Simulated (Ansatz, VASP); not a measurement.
# Hf17Si56O50 (amorphous HfO2 against Si(100), 5.9 A): VASP beside Ansatz

Wanted: the spread between two codes on one cell, functional and k mesh. Of the first pair: The structure shown is the start of the Ansatz relaxation below; VASP solves that cell, so the two are compared at the walk's first step.

Method: plane waves, with VASP 6.6.1 beside it; single point at PBE, in Ansatz 0.2.0.

## Step 1: The starting structure

The cell holds 123 atoms: 56 Si, 17 Hf and 50 O. Cell: a = 10.900 Å, b = 10.900 Å, c = 16.271 Å, α = 90.0°, β = 90.0°, γ = 90.0°. It derives from Si (7 planes of diamond Si(100)). A slab of 7 planes of diamond Si(100) (starting lattice constant a = 5.45 A), 10.90 x 10.90 A in plane. 67 atoms (17 Hf, 50 O) packed at random between the slab and its periodic image at 8.5 g/cm^3 (a layer of 6.3 A) and pushed apart as soft spheres. Langevin MD at fixed cell with the MACE-MP-0b2 small potential (Batatia et al., arXiv:2401.00096), steps of 2 fs: 0.84 ps at 3200 K with the crystal held, 3200 to 800 K in 2.4 ps with the crystal held, 800 to 300 K in 1.2 ps with its inner planes held; soft walls kept the melt out of the crystal while it was held. Then all atoms and the cell's height relaxed. The structure's axis is c.

## Step 2: Ansatz: relaxation, PBE

Ansatz runs on its default PAW (the set named soft_2) files.

The two programs are compared at the cell with which this relaxation starts, whose forces are those of its first step.

File input.yaml:

```yaml
crystal:
  lattice:
    - [10.9, 0.0, 0.0]
    - [0.0, 10.9, 0.0]
    - [0.0, 0.0, 16.27117]
  atoms:
    - { symbol: Si, position: [0.00881, 0.99905, 0.30467] }
    - { symbol: Si, position: [0.11595, 0.14472, 0.05179] }
    - { symbol: Si, position: [0.98893, 0.25918, 0.13776] }
    - { symbol: Si, position: [0.1291, 0.37156, 0.22527] }
    - { symbol: Si, position: [0.25047, 0.01351, 0.14398] }
    - { symbol: Si, position: [0.37951, 0.12104, 0.23101] }
    - { symbol: Si, position: [0.25409, 0.24889, 0.30984] }
    - { symbol: Si, position: [0.39883, 0.37843, 0.06891] }
    - { symbol: Si, position: [0.13532, 0.11926, 0.39195] }
    - { symbol: Si, position: [0.02064, 0.24333, 0.48024] }
    - { symbol: Si, position: [0.14063, 0.34339, 0.60017] }
    - { symbol: Si, position: [0.25229, 0.99468, 0.48195] }
    - { symbol: Si, position: [0.41529, 0.09117, 0.56273] }
    - { symbol: Si, position: [0.37582, 0.37594, 0.39333] }
    - { symbol: Si, position: [0.00587, 0.49717, 0.30822] }
    - { symbol: Si, position: [0.1279, 0.58983, 0.04517] }
    - { symbol: Si, position: [0.00783, 0.73708, 0.13403] }
    - { symbol: Si, position: [0.13002, 0.87301, 0.21981] }
    - { symbol: Si, position: [0.25983, 0.49659, 0.14485] }
    - { symbol: Si, position: [0.38149, 0.62875, 0.22371] }
    - { symbol: Si, position: [0.25349, 0.74955, 0.3068] }
    - { symbol: Si, position: [0.35798, 0.91737, 0.02449] }
    - { symbol: Si, position: [0.12825, 0.62439, 0.39229] }
    - { symbol: Si, position: [0.00737, 0.76088, 0.47318] }
    - { symbol: Si, position: [0.11543, 0.87877, 0.59426] }
    - { symbol: Si, position: [0.24875, 0.4985, 0.48161] }
    - { symbol: Si, position: [0.36338, 0.64741, 0.57046] }
    - { symbol: Si, position: [0.38034, 0.86816, 0.39341] }
    - { symbol: Si, position: [0.50768, 0.99566, 0.31063] }
    - { symbol: Si, position: [0.63632, 0.1307, 0.05638] }
[... 87 atom lines left out ...]
    - { symbol: O, position: [0.6486, 0.57123, 0.79717] }
    - { symbol: O, position: [0.20518, 0.80291, 0.84097] }
    - { symbol: O, position: [0.26794, 0.76269, 0.58865] }
    - { symbol: O, position: [0.62504, 0.8277, 0.65414] }
    - { symbol: O, position: [0.29744, 0.03716, 0.9661] }
    - { symbol: O, position: [0.85379, 0.19117, 0.63738] }
kpoints:
  mp_grid: { grid: [1, 1, 1] }
hamiltonian:
  xc: pbe
scf:
  occupations: { method: fermi_dirac, width: 0.025 }
output:
  forces: true
relax:
  f_tol: 0.08
  max_steps: 90
  cell: { fix: [a, b, alpha, beta, gamma] }
```

On the command line:

```
ansatz run input.yaml --threads 4 --pin off --max-ram 15872MiB --backend cpu --events-out ev --progress --plain --runs-dir out
```

Numbers of over 12 decimals in the logs are rounded to 6 here.

Log:

```text
Engine: ansatz 0.2.0, aarch64-unknown-linux-gnu
Pseudopotentials: kind: paw
Pseudopotential: Si, paw, valence charge 4, recommended cutoff 420 eV (normal), Si.paw.azcp
Pseudopotential: Hf, paw, valence charge 26, recommended cutoff 420 eV (normal), Hf.paw.azcp
Pseudopotential: O, paw, valence charge 6, recommended cutoff 420 eV (normal), O.paw.azcp
Functional definition: PBE
  parameter kappa = 0.804
  parameter beta = 0.066725
  exchange = pbe_x(kappa = kappa, mu = beta*pi^2/3)
  correlation = pbe_c(beta = beta)
Crystal: 123 atoms, lattice volume = 1933.178 Å³
Basis set: ecut = 420 eV, 37727 PW (Γ), exchange–correlation on 150×150×240 points (8 copies of the dense FFT grid, shifted against one another)
Bands: 606, of which v1, the nominal top of the filled ones, is band 483 counted from 1 (482 counted from 0)
Symmetry: 1 space group operations
Space group: P1 (ITA 1), of the structure as read, at distance tolerance 1.2e-4 Å
k-points: 1
Non-local potential: Si, projectors of the file, l = 0: 2, l = 1: 2, l = 2: 2
Non-local potential: Hf, projectors of the file, l = 0: 3, l = 1: 2, l = 2: 2, l = 3: 3
Non-local potential: O, projectors of the file, l = 0: 2, l = 1: 2, l = 2: 1
PAW form: soft (Blöchl's): semilocal exchange-correlation on the pseudo side does not see the compensation charge
PAW one-centre angular grid: Si, 110 points (default); XC on 64 Gauss nodes
PAW one-centre angular grid: Hf, 590 points (default); XC on 64 Gauss nodes
PAW one-centre angular grid: O, 110 points (default); XC on 64 Gauss nodes
Initial density: superposition of atomic densities (neutral atoms: chi_scale 0, normalization atom), corrected by the library's trained network
Initial wavefunctions: pseudopotential atomic-orbital guess
Functional: x = pbe(κ = 0.804, μ = 0.219515), c = pbe(β = 0.066725)
SCF iter   1: F=—  HF=-331324.387114 eV  |F-HF|=—  |Δ(HF+E_count)|=         —  Δρ=5.85e-3  dr2=3.49e0  ethr=1.77e-3  ⟨swp⟩=6.0  Hψ=2559  notcnv=0  defer=28
preconditioner: auto → LDOS  [insulator: Δε(μ)=0.189 eV  Ē_g=12.400 eV  σ=0.025 eV  W_gap=0.96  n_scr=476 (ndim 8)  ℏωp=24.3 eV  f_vac=0.036  D(μ)=3.48/eV (n_scr^D=2)  ε∞_Penn≈4.9  β→1.0]
SCF iter   2: F=—  HF=-331326.060220 eV  |F-HF|=—  |Δ(HF+E_count)|=    1.67e0  Δρ=1.44e-2  dr2=3.04e1  ethr=3.62e-4  ⟨swp⟩=3.0  Hψ=1089  notcnv=0  defer=111  recentre
SCF iter   3: F=—  HF=-331324.133155 eV  |F-HF|=—  |Δ(HF+E_count)|=    1.93e0  Δρ=3.00e-3  dr2=9.64e-1  ethr=3.62e-4  ⟨swp⟩=5.0  Hψ=898  notcnv=0  defer=111
SCF iter   4: F=—  HF=-331324.088309 eV  |F-HF|=—  |Δ(HF+E_count)|=   4.48e-2  Δρ=1.93e-3  dr2=3.92e-1  ethr=9.98e-5  ⟨swp⟩=3.0  Hψ=711  notcnv=0  defer=109
SCF iter   5: F=—  HF=-331324.073666 eV  |F-HF|=—  |Δ(HF+E_count)|=   1.46e-2  Δρ=1.18e-3  dr2=1.64e-1  ethr=4.05e-5  ⟨swp⟩=2.0  Hψ=510  notcnv=0  defer=109
SCF iter   6: F=—  HF=-331324.072714 eV  |F-HF|=—  |Δ(HF+E_count)|=   9.52e-4  Δρ=1.42e-3  dr2=6.92e-2  ethr=1.69e-5  ⟨swp⟩=2.0  Hψ=877  notcnv=0  defer=109
SCF iter   7: F=—  HF=-331324.063450 eV  |F-HF|=—  |Δ(HF+E_count)|=   9.26e-3  Δρ=4.23e-4  dr2=1.53e-2  ethr=7.16e-6  ⟨swp⟩=2.0  Hψ=846  notcnv=0  defer=109
SCF iter   8: F=—  HF=-331324.062576 eV  |F-HF|=—  |Δ(HF+E_count)|=   8.74e-4  Δρ=3.54e-4  dr2=7.54e-3  ethr=1.59e-6  ⟨swp⟩=2.0  Hψ=672  notcnv=0  defer=109
SCF iter   9: F=—  HF=-331324.061859 eV  |F-HF|=—  |Δ(HF+E_count)|=   7.17e-4  Δρ=1.96e-4  dr2=2.70e-3  ethr=7.81e-7  ⟨swp⟩=2.0  Hψ=677  notcnv=0  defer=109
SCF iter  10: F=—  HF=-331324.061681 eV  |F-HF|=—  |Δ(HF+E_count)|=   1.78e-4  Δρ=1.25e-4  dr2=8.13e-4  ethr=2.80e-7  ⟨swp⟩=2.0  Hψ=660  notcnv=0  defer=109
SCF iter  11: F=—  HF=-331324.061574 eV  |F-HF|=—  |Δ(HF+E_count)|=   1.07e-4  Δρ=7.93e-5  dr2=2.83e-4  ethr=8.42e-8  ⟨swp⟩=2.0  Hψ=880  notcnv=0  defer=109
SCF iter  12: F=—  HF=-331324.061580 eV  |F-HF|=—  |Δ(HF+E_count)|=   6.30e-6  Δρ=5.35e-5  dr2=1.34e-4  ethr=2.93e-8  ⟨swp⟩=2.0  Hψ=881  notcnv=0  defer=109
SCF iter  13: F=—  HF=-331324.061564 eV  |F-HF|=—  |Δ(HF+E_count)|=   1.64e-5  Δρ=4.00e-5  dr2=7.88e-5  ethr=1.39e-8  ⟨swp⟩=2.0  Hψ=880  notcnv=0  defer=109
SCF iter  14: F=—  HF=-331324.059324 eV  |F-HF|=—  |Δ(HF+E_count)|=   2.24e-3  Δρ=2.98e-5  dr2=4.81e-5  ethr=8.16e-9  ⟨swp⟩=2.0  Hψ=989  notcnv=0  defer=109
SCF iter  15: F=—  HF=-331324.059320 eV  |F-HF|=—  |Δ(HF+E_count)|=   4.62e-6  Δρ=1.97e-5  dr2=1.90e-5  ethr=4.98e-9  ⟨swp⟩=2.0  Hψ=880  notcnv=0  defer=109
SCF iter  16: F=—  HF=-331324.059318 eV  |F-HF|=—  |Δ(HF+E_count)|=   2.05e-6  Δρ=1.30e-5  dr2=8.54e-6  ethr=1.97e-9  ⟨swp⟩=2.0  Hψ=885  notcnv=0  defer=109
SCF iter  17: F=—  HF=-331324.059317 eV  |F-HF|=—  |Δ(HF+E_count)|=   5.22e-7  Δρ=9.25e-6  dr2=4.58e-6  ethr=8.84e-10  ⟨swp⟩=2.0  Hψ=885  notcnv=0  defer=109
SCF iter  18: F=—  HF=-331324.059317 eV  |F-HF|=—  |Δ(HF+E_count)|=   2.30e-7  Δρ=6.58e-6  dr2=2.34e-6  ethr=4.74e-10  ⟨swp⟩=2.0  Hψ=885  notcnv=0  defer=109
[...]
- { symbol: Si, position: [0.019476, 0.732435, 0.135895] }
    - { symbol: Si, position: [0.137638, 0.877885, 0.216277] }
    - { symbol: Si, position: [0.260458, 0.489023, 0.149603] }
    - { symbol: Si, position: [0.387072, 0.630020, 0.220648] }
    - { symbol: Si, position: [0.262656, 0.755033, 0.303718] }
    - { symbol: Si, position: [0.351396, 0.914754, 0.034644] }
    - { symbol: Si, position: [0.136640, 0.631867, 0.387526] }
    - { symbol: Si, position: [0.017127, 0.761280, 0.471954] }
    - { symbol: Si, position: [0.119865, 0.872341, 0.588056] }
    - { symbol: Si, position: [0.254992, 0.513194, 0.480927] }
    - { symbol: Si, position: [0.371682, 0.654058, 0.564831] }
    - { symbol: Si, position: [0.383039, 0.869336, 0.398282] }
    - { symbol: Si, position: [0.514571, 0.989906, 0.314880] }
    - { symbol: Si, position: [0.650754, 0.132053, 0.062716] }
    - { symbol: Si, position: [0.526029, 0.233519, 0.158874] }
    - { symbol: Si, position: [0.645875, 0.379346, 0.225705] }
    - { symbol: Si, position: [0.766377, 0.981861, 0.132374] }
    - { symbol: Si, position: [0.883670, 0.112452, 0.220908] }
    - { symbol: Si, position: [0.768807, 0.243970, 0.307126] }
    - { symbol: Si, position: [0.852582, 0.353623, 0.042407] }
    - { symbol: Si, position: [0.639192, 0.123426, 0.392768] }
    - { symbol: Si, position: [0.487397, 0.237110, 0.464373] }
    - { symbol: Si, position: [0.617585, 0.362971, 0.533551] }
    - { symbol: Si, position: [0.767587, 0.995188, 0.477624] }
[...]
- { symbol: Si, position: [0.760948, 0.742034, 0.298669] }
    - { symbol: Si, position: [0.867614, 0.822596, 0.052717] }
    - { symbol: Si, position: [0.641526, 0.616068, 0.387237] }
    - { symbol: Si, position: [0.515861, 0.739537, 0.473485] }
    - { symbol: Si, position: [0.616761, 0.885264, 0.553486] }
    - { symbol: Si, position: [0.767746, 0.470564, 0.460268] }
    - { symbol: Si, position: [0.875756, 0.626369, 0.526324] }
    - { symbol: Si, position: [0.882069, 0.871208, 0.385117] }
    - { symbol: Hf, position: [0.252307, 0.761991, 0.721524] }
    - { symbol: Hf, position: [0.346611, 0.715633, 0.911043] }
    - { symbol: Hf, position: [0.640209, 0.458104, 0.682579] }
    - { symbol: Hf, position: [0.984710, 0.605742, 0.705988] }
    - { symbol: Hf, position: [0.519260, 0.202396, 0.748023] }
    - { symbol: Hf, position: [0.791432, 0.182444, 0.878521] }
    - { symbol: Hf, position: [0.804037, 0.493139, 0.840554] }
    - { symbol: Hf, position: [0.567824, 0.737408, 0.741217] }
    - { symbol: Hf, position: [0.316014, 0.190073, 0.899445] }
    - { symbol: Hf, position: [0.502170, 0.451631, 0.927939] }
    - { symbol: Hf, position: [0.127408, 0.934187, 0.919895] }
    - { symbol: Hf, position: [0.076317, 0.057370, 0.737322] }
    - { symbol: Hf, position: [0.925136, 0.301954, 0.711575] }
    - { symbol: Hf, position: [0.090825, 0.406917, 0.919036] }
    - { symbol: Hf, position: [0.306247, 0.451027, 0.747767] }
    - { symbol: Hf, position: [0.846271, 0.842377, 0.863019] }
    - { symbol: Hf, position: [0.569416, 0.982809, 0.883563] }
    - { symbol: O, position: [0.086780, 0.222249, 0.689813] }
    - { symbol: O, position: [0.177522, 0.075933, 0.839118] }
    - { symbol: O, position: [0.414342, 0.792737, 0.795726] }
    - { symbol: O, position: [0.899885, 0.346567, 0.939432] }
    - { symbol: O, position: [0.149849, 0.247565, 0.977315] }
    - { symbol: O, position: [0.041175, 0.037246, 0.00650658] }
    - { symbol: O, position: [0.528430, 0.645945, 0.957893] }
    - { symbol: O, position: [0.851872, 0.664604, 0.620404] }
    - { symbol: O, position: [0.573315, 0.502325, 0.573467] }
    - { symbol: O, position: [0.682615, 0.459248, 0.927637] }
    - { symbol: O, position: [0.402790, 0.154881, 0.657960] }
    - { symbol: O, position: [0.745530, 0.323705, 0.794838] }
    - { symbol: O, position: [0.384295, 0.550142, 0.850243] }
    - { symbol: O, position: [-0.00761944, 0.447182, 0.812926] }
    - { symbol: O, position: [0.508071, 0.473113, 0.054019] }
    - { symbol: O, position: [0.473104, 0.289457, 0.857637] }
    - { symbol: O, position: [1.004109, 0.989130, 0.610010] }
    - { symbol: O, position: [0.771009, 1.001803, 0.913051] }
    - { symbol: O, position: [0.986592, 0.927609, 0.814932] }
    - { symbol: O, position: [0.650717, 0.292571, 0.625223] }
    - { symbol: O, position: [0.227874, 0.342493, 0.836138] }
    - { symbol: O, position: [0.178320, 0.588835, 0.738661] }
    - { symbol: O, position: [0.196831, 0.574995, 0.958905] }
    - { symbol: O, position: [0.751322, 0.230264, 1.015035] }
[...]
- { symbol: O, position: [0.521358, 0.996950, 0.575486] }
    - { symbol: O, position: [0.018157, 0.483649, 0.027084] }
    - { symbol: O, position: [0.643942, 0.581475, 0.779120] }
    - { symbol: O, position: [0.199727, 0.791608, 0.845208] }
    - { symbol: O, position: [0.267422, 0.762997, 0.588472] }
    - { symbol: O, position: [0.637436, 0.817141, 0.644010] }
    - { symbol: O, position: [0.289831, 0.032981, 0.969636] }
    - { symbol: O, position: [0.855616, 0.173817, 0.637603] }
```

## Step 3: VASP: single point, PBE, start cell, pair 1

The same cell, functional, mesh and smearing now go to VASP, with its own data sets.

Lines of VASP's logs that name or quote its potential files are left out, and so is its time.

File INCAR:

```
SYSTEM = Hf17Si56O50
PREC = Accurate
ENCUT = 520
EDIFF = 1E-06
NELM = 120
ISMEAR = -1
SIGMA = 0.025
LREAL = Auto
ALGO = Normal
GGA = PE
NBANDS = 448
LASPH = .TRUE.
LORBIT = 11
LWAVE = .FALSE.
LCHARG = .FALSE.
ISIF = 2
GGA_COMPAT = .FALSE.
EFERMI = MIDGAP
NCORE = 4
```

File POSCAR:

```
Hf17Si56O50
1.0
   10.9000000000      0.0000000000      0.0000000000
    0.0000000000     10.9000000000      0.0000000000
    0.0000000000      0.0000000000     16.2711700000
Si Hf O
56 17 50
Direct
    0.0088073394      0.9990458716      0.3046677037
    0.1159541284      0.1447155963      0.0517909898
    0.9889266055      0.2591834862      0.1377589934
    0.1291009174      0.3715596330      0.2252696026
    0.2504678899      0.0135137615      0.1439785830
    0.3795137615      0.1210366972      0.2310098167
    0.2540917431      0.2488899083      0.3098425006
    0.3988256881      0.3784311927      0.0689071530
    0.1353211009      0.1192568807      0.3919509169
    0.0206422018      0.2433302752      0.4802420477
    0.1406330275      0.3433944954      0.6001719606
    0.2522935780      0.9946788991      0.4819505911
    0.4152935780      0.0911743119      0.5627315061
    0.3758165138      0.3759357798      0.3933275849
    0.0058715596      0.4971743119      0.3082199989
    0.1278990826      0.5898256881      0.0451719206
    0.0078256881      0.7370825688      0.1340284688
    0.1300183486      0.8730091743      0.2198120971
    0.2598256881      0.4965871560      0.1448512922
    0.3814862385      0.6287522936      0.2237085594
    0.2534862385      0.7495504587      0.3068003100
    0.3579816514      0.9173669725      0.0244911706
    0.1282477064      0.6243944954      0.3922889380
    0.0073669725      0.7608807339      0.4731804781
    0.1154311927      0.8787706422      0.5942596629
    0.2487522936      0.4984954128      0.4816125700
    0.3633761468      0.6474128440      0.5704629722
    0.3803394495      0.8681559633      0.3934074808
    0.5076788991      0.9956605505      0.3106291680
    0.6363211009      0.1306972477      0.0563819320
[... 87 atom lines left out ...]
    0.6485963303      0.5712293578      0.7971707013
    0.2051834862      0.8029082569      0.8409720997
    0.2679357798      0.7626880734      0.5886485114
    0.6250366972      0.8276972477      0.6541385776
    0.2974403670      0.0371559633      0.9661013928
    0.8537889908      0.1911743119      0.6373788732
```

File KPOINTS:

```
Automatic mesh
0
Gamma
1 1 1
0 0 0
```

Potentials, in the order of the species: Si, Hf_pv and O (PBE family, release 64).

On the command line:

```
mpirun -np 16 vasp_gam
```

Log:

```text
[banner, memory and clock lines left out]
running   16 mpi-ranks, on    1 nodes
[...]
LDA part: xc-table for (Slater+PW92), standard interpolation
 POSCAR, INCAR and KPOINTS ok, starting setup
[...]
entering main loop
       N       E                     dE             d eps       ncg     rms          rms(c)
DAV:   1     0.557019549403E+04    0.55702E+04   -0.38949E+05   936   0.150E+03
DAV:   2    -0.455865343539E+03   -0.60261E+04   -0.57316E+04  1072   0.365E+02
DAV:   3    -0.104339361881E+04   -0.58753E+03   -0.58027E+03  1096   0.103E+02
DAV:   4    -0.105876532685E+04   -0.15372E+02   -0.15288E+02  1072   0.180E+01
[...]
DAV:  23    -0.932812860542E+03    0.12965E-04   -0.14610E-04  1040   0.148E-02    0.268E-02
DAV:  24    -0.932812858526E+03    0.20158E-05   -0.27336E-05  1008   0.805E-03    0.109E-02
DAV:  25    -0.932812858769E+03   -0.24340E-06   -0.42907E-06   904   0.351E-03
   1 F= -.93281286E+03 E0= -.93277710E+03  d E =-.715169E-01
```

OUTCAR, selected parts (step 3):

```text
  FREE ENERGIE OF THE ION-ELECTRON SYSTEM (eV)
  ---------------------------------------------------
  free  energy   TOTEN  =      -932.8128587693 eV

  energy  without entropy=     -932.7413418542  energy(sigma->0) =     -932.77710031

[... 2 further parts left out ...]
[key lines of the parts left out:]
E-fermi :   5.7255
```

Harder data sets than Hf_pv exist (the GW ones), and pressures, volumes and forces can shift noticeably with them.

## Step 4: Differences

Known differences besides the potentials themselves: the data sets hold 966 valence electrons in Ansatz (on its default PAW (the set named soft_2) files) and 694 in VASP; the cutoff is 420 eV in Ansatz and 520 eV in VASP (PREC = Accurate, projectors in real space). Total energies have different zeros and are not compared.

Forces on 10 of the 123 atoms, those with the largest forces and the largest differences (eV/Å; atoms numbered as in POSCAR):

```
atom          Ansatz x, y, z            VASP x, y, z
 Si8   -0.710, -0.216, 1.418   -0.765, -0.250, 1.484
Si16     0.422, 0.745, 1.585     0.460, 0.807, 1.642
Si25  -0.320, -0.250, -2.215  -0.310, -0.266, -2.229
Si27   0.462, -0.377, -1.704   0.498, -0.428, -1.752
Si36    -0.072, 0.437, 2.074    -0.066, 0.460, 2.116
Si39  -0.159, -0.356, -1.655  -0.149, -0.384, -1.713
Si50    0.117, -0.039, 2.345    0.131, -0.014, 2.373
 O79  -0.115, -0.092, -0.334  -0.070, -0.232, -0.486
O102   0.175, -0.014, -0.330   0.152, -0.118, -0.510
O110   -0.159, -0.281, 0.165   -0.078, -0.191, 0.335
```

The forces differ by 55 meV/Å r.m.s., which is 12.2 % of the r.m.s. force of 0.456 eV/Å (both taken over all components).

[end of part 1 of 2]

[Lines on the potential files, build, host, timing and source positions are cut from VASP's logs without a mark.]

[Logs are printed without paths, hosts, clocks, repeated set-up lines and the standing remarks that a program may print on its own settings, such as how far it seeks lower states.]

[Hosts, paths, dates, database ids (printed as entryN), source tags and the programs' standing remarks are cut or masked in the printed files.]
